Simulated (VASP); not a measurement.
Data:

```yaml
crystal:
  lattice:
    - [0.00000, 2.50989, 2.50989]
    - [2.50989, 0.00000, 2.50989]
    - [2.50989, 2.50989, 0.00000]
  atoms:
    - { symbol: Pb, position: [0.00000, 0.00000, 0.00000] }
```

The numbers are results of PBE GGA, VASP's PBE PAW potentials (set 64) (plane waves; VASP), not measurements. Numerical set-up: 480 eV cut-off, 11×11×11 Γ-centred mesh, first-order Methfessel-Paxton smearing of 0.10 eV, potentials Pb.

Unless said otherwise, spin-orbit coupling is left out, though it shifts the bands of the heavy elements here.

Task: Estimate the energy per atom (σ→0), band gap (on the k-mesh) with the smallest direct gap where there is one.

Result: 
```
Property                                                     Value
------------------------  ----------------------------------------
band gap (on the k-mesh)  none (metal, semimetal or under 0.01 eV)
energy per atom (σ→0)                               -3.575 eV/atom
```

The compound is Pb in the fcc structure. It was relaxed first. The start is the result of an earlier pass.
